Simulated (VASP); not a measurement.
# PtSe2: how numerical settings change the zone-centre modes

Aim: test the modes of PtSe2 against the numerical settings. The starting structure is a measured crystal structure from the Crystallography Open Database.

Program: VASP 6.6.1. Level of theory: Kohn-Sham DFT with plane waves and PAW; LDA. Results are calculated unless marked as measured.

The database entry behind the starting cell is an old determination (1929), so it need not match the best structure at ambient conditions.

### 1. Set-up

The structure is trigonal, space group P-3m1 (No. 164). The conventional cell has a = 3.731 Å, b = 3.731 Å, c = 5.072 Å, α = 90.00°, β = 90.00°, γ = 120.00°. Nearest to Pt lie 6 Se at 2.50 Å. Nearest to Se lie 3 Pt at 2.50 Å. Farther neighbours and most contacts between anions are not listed.

Coordinates:

```cif
data_structure
_symmetry_space_group_name_H-M 'P-3m1'
_symmetry_Int_Tables_number 164
_cell_length_a 3.7310
_cell_length_b 3.7310
_cell_length_c 5.0720
_cell_angle_alpha 90.000
_cell_angle_beta 90.000
_cell_angle_gamma 120.000
_cell_volume 61.14
loop_
_atom_site_label
_atom_site_type_symbol
_atom_site_symmetry_multiplicity
_atom_site_Wyckoff_symbol
_atom_site_fract_x
_atom_site_fract_y
_atom_site_fract_z
_atom_site_occupancy
Pt1 Pt 1 a 0.00000 0.00000 0.00000 1
Se1 Se 2 d 0.66667 0.33333 0.75000 1
```

### 2. Reference modes

The cell comes from a relaxation at this level, not shown (57.84 Å³).

The input, INCAR:

```
SYSTEM = PtSe2
PREC = Accurate
ENCUT = 450
EDIFF = 1E-08
NELM = 100
ISMEAR = 1
SIGMA = 0.15
LREAL = .FALSE.
ALGO = Normal
GGA = CA
NBANDS = 17
LORBIT = 11
LWAVE = .FALSE.
LCHARG = .FALSE.
KPAR = 2
IBRION = 8
ISIF = 2
```

The input, POSCAR:

```
PtSe2
1.0
    3.7456164614      0.0000000000      0.0000000000
   -1.8728082307      3.2437990084      0.0000000000
    0.0000000000      0.0000000000      4.7602821918
Pt Se
1 2
Direct
    0.0000000000      0.0000000000      0.0000000000
    0.6666666667      0.3333333333      0.7349594690
    0.3333333333      0.6666666667      0.2650405310
```

The input, KPOINTS:

```
Automatic mesh
0
Gamma
12 12 8
0 0 0
```

Potentials, in the order of the species: Pt and Se (LDA family, release 64).

On the command line:

```
mpirun -np 2 vasp_std
```

Output:

```text
[banner, memory and clock lines left out]
running    2 mpi-ranks, on    1 nodes
 distrk:  each k-point on    1 cores,    2 groups
 distr:  one band on    1 cores,    1 groups

 POSCAR found type information on POSCAR PtSe
 POSCAR found :  2 types and       3 ions
 LDA part: xc-table for (Slater(with rela. corr.)+CA(PZ))
 , standard interpolation
 POSCAR, INCAR and KPOINTS ok, starting setup
 FFT: planning ... GRIDC
 FFT: planning ... GRID_SOFT
 FFT: planning ... GRID
 WAVECAR not read
 entering main loop
       N       E                     dE             d eps       ncg     rms          rms(c)
DAV:   1     0.991737407933E+02    0.99174E+02   -0.93945E+03  4526   0.101E+03
DAV:   2    -0.136393918060E+02   -0.11281E+03   -0.10965E+03  5636   0.210E+02
DAV:   3    -0.178581184310E+02   -0.42187E+01   -0.41930E+01  5285   0.415E+01
DAV:   4    -0.178884666235E+02   -0.30348E-01   -0.30336E-01  5781   0.382E+00
DAV:   5    -0.178887586419E+02   -0.29202E-03   -0.29201E-03  5472   0.352E-01    0.130E+01
DAV:   6    -0.173295334070E+02    0.55923E+00   -0.44320E+00  4521   0.190E+01    0.804E+00
DAV:   7    -0.171216409954E+02    0.20789E+00   -0.85115E-01  4529   0.925E+00    0.398E+00
DAV:   8    -0.170938844390E+02    0.27757E-01   -0.58941E-02  4897   0.171E+00    0.795E-01
DAV:   9    -0.170909414317E+02    0.29430E-02   -0.68154E-03  4985   0.776E-01    0.205E-01
DAV:  10    -0.170909081615E+02    0.33270E-04   -0.11530E-03  5118   0.211E-01    0.383E-02
DAV:  11    -0.170909043130E+02    0.38485E-05   -0.45272E-05  5596   0.518E-02    0.261E-02
DAV:  12    -0.170909033223E+02    0.99063E-06   -0.44976E-06  5015   0.124E-02    0.339E-03
DAV:  13    -0.170909032303E+02    0.92063E-07   -0.44243E-07  5455   0.534E-03    0.136E-03
DAV:  14    -0.170909032300E+02    0.28194E-09   -0.35232E-08  4666   0.135E-03
   1 F= -.17090903E+02 E0= -.17090921E+02  d E =0.521259E-04
 Linear response reoptimize wavefunctions to high precision
DAV:   1    -0.170909032302E+02   -0.18281E-09   -0.23144E-09  3377   0.382E-04
DAV:   2    -0.170909032302E+02   -0.33424E-10   -0.11824E-10  2415   0.792E-05
 Linear response DOF=           4
 Linear response progress:
  Degree of freedom:   1/  4
       N       E                     dE             d eps       ncg     rms          rms(c)
RMM:   1    -0.257561408127E+00   -0.25756E+00   -0.26207E-01 18483   0.329E+00
RMM:   2    -0.249583853145E+00    0.79776E-02   -0.72650E-03 16344   0.508E-01    0.191E-01
RMM:   3    -0.249439595324E+00    0.14426E-03   -0.36746E-04 17868   0.114E-01    0.114E-01
RMM:   4    -0.249904130513E+00   -0.46454E-03   -0.48101E-04 18557   0.117E-01    0.206E-02
RMM:   5    -0.249956296448E+00   -0.52166E-04   -0.32208E-05 18093   0.344E-02    0.897E-03
RMM:   6    -0.249999465077E+00   -0.43169E-04   -0.60135E-07 18938   0.520E-03    0.141E-03
RMM:   7    -0.249987686690E+00    0.11778E-04   -0.54095E-08 19072   0.162E-03    0.943E-04
RMM:   8    -0.249976916074E+00    0.10771E-04   -0.25269E-07 19200   0.689E-04    0.325E-04
RMM:   9    -0.249973661720E+00    0.32544E-05   -0.11271E-07 18694   0.884E-04    0.147E-04
RMM:  10    -0.249974053697E+00   -0.39198E-06   -0.11566E-07 18582   0.377E-04    0.247E-05
RMM:  11    -0.249974266125E+00   -0.21243E-06   -0.43428E-08 19846   0.161E-04    0.103E-05
RMM:  12    -0.249974288569E+00   -0.22444E-07   -0.49681E-08 20084   0.126E-04    0.101E-06
RMM:  13    -0.249974312822E+00   -0.24253E-07   -0.20469E-08 20162   0.112E-04    0.149E-06
RMM:  14    -0.249974302146E+00    0.10677E-07   -0.17127E-08 17350   0.106E-04    0.924E-07
RMM:  15    -0.249974286872E+00    0.15274E-07   -0.15272E-08 16532   0.106E-04    0.131E-07
RMM:  16    -0.249974247627E+00    0.39245E-07   -0.14239E-08 11160   0.105E-04    0.896E-08
 first order change of Fermi-energy   0.50022E-03
 force on displaced ion       1 direction 1 : -15.130   0.000   0.000
 Linear response progress:
  Degree of freedom:   2/  4
       N       E                     dE             d eps       ncg     rms          rms(c)
RMM:   1    -0.271604820486E+00   -0.27160E+00   -0.26926E-01  7692   0.331E+00
RMM:   2    -0.262794219616E+00    0.88106E-02   -0.71493E-03  6691   0.533E-01    0.203E-01
RMM:   3    -0.262463000980E+00    0.33122E-03   -0.66438E-04  7301   0.141E-01    0.117E-01
RMM:   4    -0.262711789244E+00   -0.24879E-03   -0.42931E-04  7498   0.108E-01    0.356E-02
RMM:   5    -0.262853023819E+00   -0.14123E-03   -0.91846E-06  7593   0.202E-02    0.143E-02
RMM:   6    -0.262906693050E+00   -0.53669E-04   -0.37698E-06  7163   0.104E-02    0.215E-03
RMM:   7    -0.262886380363E+00    0.20313E-04   -0.15430E-07  7726   0.214E-03    0.684E-04
RMM:   8    -0.262878054687E+00    0.83257E-05   -0.36774E-08  7781   0.628E-04    0.840E-05
RMM:   9    -0.262878361452E+00   -0.30676E-06   -0.21946E-08  7890   0.209E-04    0.406E-05
RMM:  10    -0.262878297377E+00    0.64074E-07   -0.10683E-09  8041   0.141E-04    0.147E-05
RMM:  11    -0.262878188510E+00    0.10887E-06   -0.49548E-09  8185   0.114E-04    0.449E-06
RMM:  12    -0.262878247482E+00   -0.58972E-07    0.88308E-09  7728   0.109E-04    0.946E-07
RMM:  13    -0.262878234452E+00    0.13030E-07   -0.24126E-09  7060   0.107E-04    0.363E-07
RMM:  14    -0.262878257653E+00   -0.23201E-07   -0.81868E-09  4755   0.107E-04    0.148E-07
RMM:  15    -0.262878251393E+00    0.62600E-08   -0.70090E-09  4296   0.107E-04    0.426E-08
 first order change of Fermi-energy  -0.37654E-03
 force on displaced ion       1 direction 3 :   0.000   0.000 -15.473
 Linear response progress:
  Degree of freedom:   3/  4
       N       E                     dE             d eps       ncg     rms          rms(c)
RMM:   1    -0.781909377971E-01   -0.78191E-01    0.58142E-02 47858   0.153E+00
RMM:   2    -0.767750484582E-01    0.14159E-02   -0.16291E-03 30884   0.242E-01    0.107E-01
RMM:   3    -0.766465206080E-01    0.12853E-03   -0.45455E-05 33483   0.392E-02    0.610E-02
RMM:   4    -0.765848582181E-01    0.61662E-04   -0.24113E-05 34385   0.299E-02    0.678E-03
RMM:   5    -0.765883805671E-01   -0.35223E-05   -0.11710E-06 34523   0.520E-03    0.128E-03
RMM:   6    -0.765882083793E-01    0.17219E-06   -0.22445E-07 34893   0.147E-03    0.367E-04
RMM:   7    -0.765870147112E-01    0.11937E-05    0.29793E-08 35298   0.466E-04    0.756E-05
RMM:   8    -0.765868068157E-01    0.20790E-06   -0.25647E-10 35525   0.130E-04    0.332E-05
RMM:   9    -0.765866613630E-01    0.14545E-06   -0.26741E-08 35932   0.937E-05    0.737E-06
RMM:  10    -0.765866777476E-01   -0.16385E-07   -0.95101E-08 36379   0.788E-05    0.299E-06
RMM:  11    -0.765866547667E-01    0.22981E-07   -0.55896E-08 33031   0.748E-05    0.779E-07
RMM:  12    -0.765867192089E-01   -0.64442E-07   -0.44881E-08 26982   0.732E-05    0.330E-07
RMM:  13    -0.765867021193E-01    0.17090E-07   -0.45333E-08 24470   0.731E-05    0.997E-08
 first order change of Fermi-energy  -0.57788E-06
 force on displaced ion       2 direction 1 :  -7.744  -0.001  -0.000
 Linear response progress:
  Degree of freedom:   4/  4
       N       E                     dE             d eps       ncg     rms          rms(c)
RMM:   1    -0.919680189079E-01   -0.91968E-01    0.52098E-02 10409   0.150E+00
RMM:   2    -0.895978075207E-01    0.23702E-02   -0.18639E-03  7035   0.258E-01    0.158E-01
RMM:   3    -0.893931357320E-01    0.20467E-03   -0.18776E-04  7588   0.694E-02    0.105E-01
RMM:   4    -0.892889436412E-01    0.10419E-03   -0.56648E-05  7515   0.453E-02    0.544E-02
RMM:   5    -0.892401485141E-01    0.48795E-04   -0.17138E-05  7635   0.232E-02    0.837E-03
RMM:   6    -0.892478851310E-01   -0.77366E-05   -0.13665E-06  7674   0.359E-03    0.281E-03
RMM:   7    -0.892529636995E-01   -0.50786E-05   -0.19886E-07  7624   0.221E-03    0.744E-04
RMM:   8    -0.892517464380E-01    0.12173E-05    0.36356E-08  7823   0.549E-04    0.154E-04
RMM:   9    -0.892514803678E-01    0.26607E-06   -0.14073E-08  7892   0.143E-04    0.480E-05
RMM:  10    -0.892514393898E-01    0.40978E-07   -0.43505E-08  8006   0.111E-04    0.803E-06
RMM:  11    -0.892514723858E-01   -0.32996E-07   -0.70323E-08  8124   0.848E-05    0.268E-06
RMM:  12    -0.892514739602E-01   -0.15744E-08   -0.24753E-08  7251   0.803E-05    0.549E-07
 first order change of Fermi-energy   0.89178E+00
 force on displaced ion       2 direction 3 :  -0.000   0.000 -10.075
 Linear response finished
```

Run time: 17 min. Hardware: 2 MPI ranks of AMD EPYC 7R43, shared host; peak memory 2.2 GiB.

The logs omit lines about the potential files and the build; timing stands in the text.

From OUTCAR (step 2):

```text
ion  position               nearest neighbor table
   1  0.000  0.000  0.000-   2 2.50   3 2.50   3 2.50   2 2.50   2 2.50   3 2.50
   2  0.667  0.333  0.735-   1 2.50   1 2.50   1 2.50
   3  0.333  0.667  0.265-   1 2.50   1 2.50   1 2.50

  LATTYP: Found a hexagonal cell.
 ALAT       =     3.7456164614
 C/A-ratio  =     1.2708941881

 Subroutine GETGRP returns: Found 12 space group operations
 (whereof 12 operations were pure point group operations)

The static configuration has the point symmetry D_3d.

 Found    131 irreducible k-points:

   k-points           NKPTS =    131   k-points in BZ     NKDIM =    131   number of bands    NBANDS=     17

   dimension x,y,z NGX =    28 NGY =   28 NGZ =   36
   dimension x,y,z NGXF=    56 NGYF=   56 NGZF=   72

   ENCUT  =  450.0 eV  33.07 Ry    5.75 a.u.   6.48  6.48  8.23*2*pi/ulx,y,z

   NELECT =      22.0000    total number of electrons

 k-points in reciprocal lattice and weights: Automatic mesh
   0.00000000  0.00000000  0.00000000       0.001
   0.08333333 -0.00000000  0.00000000       0.005
   0.16666667 -0.00000000  0.00000000       0.005
   0.25000000 -0.00000000  0.00000000       0.005
   0.33333333 -0.00000000  0.00000000       0.005
   0.41666667  0.00000000  0.00000000       0.005
   0.50000000 -0.00000000  0.00000000       0.003
   0.08333333  0.08333333  0.00000000       0.005
   0.16666667  0.08333333  0.00000000       0.010
[...]
0.33333333  0.25000000  0.50000000       0.010
   0.33333333  0.33333333  0.50000000       0.002

 average (electrostatic) potential at core
       1 -68.0406       2 -58.3011       3 -58.3011

  Total        0.0024740      0.0024740      0.0024227      0.0000000      0.0000000      0.0000000
  in kB        0.0685326      0.0685326      0.0671116      0.0000000      0.0000000      0.0000000
  external PRESSURE =       0.0680589 kB  Pullay stress =       0.0000000 kB

  energy-cutoff  :      450.00
  volume of cell :       57.84
      direct lattice vectors                 reciprocal lattice vectors
     3.745616461  0.000000000  0.000000000     0.266978750  0.154140253  0.000000000
    -1.872808231  3.243799008  0.000000000     0.000000000  0.308280506  0.000000000
     0.000000000  0.000000000  4.760282192     0.000000000  0.000000000  0.210071580

 POSITION                                       TOTAL-FORCE (eV/Angst)
 -----------------------------------------------------------------------------------
      0.00000      0.00000      0.00000        -0.000000      0.000000      0.000000
      1.87281      1.08127      3.49861         0.000000     -0.000000     -0.001361
     -0.00000      2.16253      1.26167        -0.000000      0.000000      0.001361
 -----------------------------------------------------------------------------------
    total drift:                                0.000000     -0.000000      0.000000

 Eigenvectors and eigenvalues of the dynamical matrix
 ----------------------------------------------------

   1 f  =    6.582086 THz    41.356467 2PiTHz  219.554763 cm-1    27.221309 meV
             X         Y         Z           dx          dy          dz
      0.000000  0.000000  0.000000    -0.000000   -0.000000   -0.668915
      1.872808  1.081266  3.498614     0.000000    0.000000    0.525620
     -0.000000  2.162533  1.261668     0.000000    0.000000    0.525620

   2 f  =    6.508993 THz    40.897212 2PiTHz  217.116649 cm-1    26.919022 meV
             X         Y         Z           dx          dy          dz
      0.000000  0.000000  0.000000     0.668888   -0.000079   -0.000000
      1.872808  1.081266  3.498614    -0.525637    0.000062    0.000000
     -0.000000  2.162533  1.261668    -0.525637    0.000062    0.000000

   3 f  =    6.508993 THz    40.897212 2PiTHz  217.116649 cm-1    26.919022 meV
             X         Y         Z           dx          dy          dz
      0.000000  0.000000  0.000000     0.000079    0.668888   -0.000000
      1.872808  1.081266  3.498614    -0.000062   -0.525637    0.000000
     -0.000000  2.162533  1.261668    -0.000062   -0.525637    0.000000

   4 f  =    6.199438 THz    38.952217 2PiTHz  206.790988 cm-1    25.638803 meV
             X         Y         Z           dx          dy          dz
      0.000000  0.000000  0.000000     0.000000    0.000000   -0.000000
      1.872808  1.081266  3.498614    -0.000000   -0.000000    0.707107
     -0.000000  2.162533  1.261668    -0.000000   -0.000000   -0.707107

   5 f  =    4.952249 THz    31.115900 2PiTHz  165.189255 cm-1    20.480848 meV
             X         Y         Z           dx          dy          dz
      0.000000  0.000000  0.000000    -0.000000    0.000000    0.000000
      1.872808  1.081266  3.498614    -0.707107   -0.000021   -0.000000
     -0.000000  2.162533  1.261668     0.707107    0.000021    0.000000

   6 f  =    4.952249 THz    31.115900 2PiTHz  165.189255 cm-1    20.480848 meV
             X         Y         Z           dx          dy          dz
      0.000000  0.000000  0.000000    -0.000000   -0.000000    0.000000
      1.872808  1.081266  3.498614    -0.000021    0.707107    0.000000
     -0.000000  2.162533  1.261668     0.000021   -0.707107    0.000000

   7 f/i=    0.000304 THz     0.001907 2PiTHz    0.010124 cm-1     0.001255 meV
             X         Y         Z           dx          dy          dz
      0.000000  0.000000  0.000000    -0.640793    0.376793   -0.000000
      1.872808  1.081266  3.498614    -0.407714    0.239740   -0.000000
     -0.000000  2.162533  1.261668    -0.407714    0.239740   -0.000000

   8 f/i=    0.000304 THz     0.001907 2PiTHz    0.010124 cm-1     0.001255 meV
             X         Y         Z           dx          dy          dz
      0.000000  0.000000  0.000000    -0.376793   -0.640793    0.000000
      1.872808  1.081266  3.498614    -0.239740   -0.407714    0.000000
     -0.000000  2.162533  1.261668    -0.239740   -0.407714    0.000000

   9 f/i=    0.000539 THz     0.003387 2PiTHz    0.017979 cm-1     0.002229 meV
             X         Y         Z           dx          dy          dz
      0.000000  0.000000  0.000000     0.000000   -0.000000   -0.743339
      1.872808  1.081266  3.498614     0.000000   -0.000000   -0.472994
     -0.000000  2.162533  1.261668     0.000000   -0.000000   -0.472994

 ELASTIC MODULI CONTR FROM IONIC RELAXATION (kBar)
 Direction    XX          YY          ZZ          XY          YZ          ZX
 --------------------------------------------------------------------------------
 XX        -584.7747   -370.7982   -536.3016      0.0000    229.7302     -0.0000
 YY        -370.7982   -584.7747   -536.3016      0.0000   -229.7302     -0.0000
 ZZ        -536.3016   -536.3016   -601.9833      0.0000      0.0000     -0.0000
 XY           0.0000      0.0000      0.0000   -106.9883     -0.0000    208.8670
 YZ         229.7302   -229.7302      0.0000     -0.0000   -493.2875      0.0000
 ZX          -0.0000     -0.0000     -0.0000    208.8670      0.0000   -407.7590
 --------------------------------------------------------------------------------
```

Energies printed during the response cycles are not total energies of the cell.

Reference: the zone-centre modes are A2u 219.6, Eu 217.1, A1g 206.8, Eg 165.2 cm⁻¹.

### 3. Modes with a 6×6×4 mesh

Against step 2 the input has a 6×6×4 mesh.

INCAR is that of step 2.

POSCAR is that of step 2.

The input, KPOINTS:

```
Automatic mesh
0
Gamma
6 6 4
0 0 0
```

On the command line:

```
mpirun -np 2 vasp_std
```

Output:

```text
[... set-up lines as in an earlier step ...]
 entering main loop
       N       E                     dE             d eps       ncg     rms          rms(c)
DAV:   1     0.972395079016E+02    0.97240E+02   -0.94400E+03   840   0.102E+03
DAV:   2    -0.136431386822E+02   -0.11088E+03   -0.10733E+03  1049   0.209E+02
DAV:   3    -0.178370041731E+02   -0.41939E+01   -0.41182E+01   963   0.409E+01
DAV:   4    -0.178770256122E+02   -0.40021E-01   -0.39967E-01  1019   0.397E+00
[...]
DAV:  14    -0.170938068545E+02   -0.49073E-07   -0.62326E-07  1001   0.483E-03    0.125E-03
DAV:  15    -0.170938068444E+02    0.10125E-07   -0.19076E-08   642   0.975E-04    0.642E-04
DAV:  16    -0.170938068424E+02    0.20184E-08   -0.43876E-09   435   0.480E-04
   1 F= -.17093807E+02 E0= -.17093258E+02  d E =-.164652E-02
 Linear response reoptimize wavefunctions to high precision
DAV:   1    -0.170938068422E+02    0.10300E-09   -0.77567E-10   482   0.182E-04
DAV:   2    -0.170938068422E+02    0.43428E-10   -0.67479E-11   435   0.539E-05
 Linear response DOF=           4
 Linear response progress:
[...]
RMM:   9    -0.765257594171E-01    0.90352E-07   -0.16114E-08  4661   0.647E-05    0.192E-05
RMM:  10    -0.765256826230E-01    0.76794E-07   -0.69471E-09  4704   0.464E-05    0.315E-06
RMM:  11    -0.765256893864E-01   -0.67634E-08   -0.15120E-08  4653   0.371E-05    0.988E-07
 first order change of Fermi-energy   0.30736E-04
 force on displaced ion       2 direction 1 :  -7.650  -0.003  -0.000
 Linear response progress:
  Degree of freedom:   4/  4
       N       E                     dE             d eps       ncg     rms          rms(c)
RMM:   1    -0.917041148677E-01   -0.91704E-01    0.53764E-02  1866   0.150E+00
RMM:   2    -0.894682124598E-01    0.22359E-02   -0.18100E-03  1282   0.255E-01    0.165E-01
RMM:   3    -0.892468979541E-01    0.22131E-03   -0.15649E-04  1376   0.647E-02    0.106E-01
RMM:   4    -0.891356122977E-01    0.11129E-03   -0.59325E-05  1359   0.441E-02    0.514E-02
[...]
RMM:  10    -0.891036940226E-01    0.37253E-07   -0.14919E-08  1444   0.736E-05    0.767E-06
RMM:  11    -0.891036910827E-01    0.29399E-08    0.10206E-07  1463   0.452E-05    0.323E-06
RMM:  12    -0.891036941836E-01   -0.31008E-08    0.31647E-08  1290   0.411E-05    0.464E-07
 first order change of Fermi-energy   0.89587E+00
 force on displaced ion       2 direction 3 :  -0.000  -0.000 -10.593
 Linear response finished
```

The job ended after 2.2 min (2 MPI ranks; peak memory 0.53 GiB).

OUTCAR, selected parts (step 3):

```text
  Total       -0.0192039     -0.0192039      0.1294935      0.0000000     -0.0000000      0.0000000
  in kB       -0.5319748     -0.5319748      3.5871424      0.0000000     -0.0000000      0.0000000
  external PRESSURE =       0.8410643 kB  Pullay stress =       0.0000000 kB

 POSITION                                       TOTAL-FORCE (eV/Angst)
 -----------------------------------------------------------------------------------
      0.00000      0.00000      0.00000        -0.000000     -0.000000      0.000000
      1.87281      1.08127      3.49861         0.000000      0.000000     -0.001668
     -0.00000      2.16253      1.26167        -0.000000      0.000000      0.001668
 -----------------------------------------------------------------------------------
    total drift:                                0.000000     -0.000000      0.000000

[... 1 part as in an earlier step ...]

[... 1 further part left out ...]
```

With a 6×6×4 mesh the modes are Eu 219.8, A1g 217.4, A2u 215.7, Eg 161.2 cm⁻¹; the largest shift is +10.6 cm⁻¹, in A1g, from the reference.

(Continued in part 2 of 2.)

[Lines on the potential files, build, host, timing and source positions are cut from VASP's logs without a mark.]

[Logs are printed without paths, hosts, clocks, repeated set-up lines and the standing remarks that a program may print on its own settings, such as how far it seeks lower states.]

[Hosts, paths, dates, database ids (printed as entryN), source tags and the programs' standing remarks are cut or masked in the printed files.]
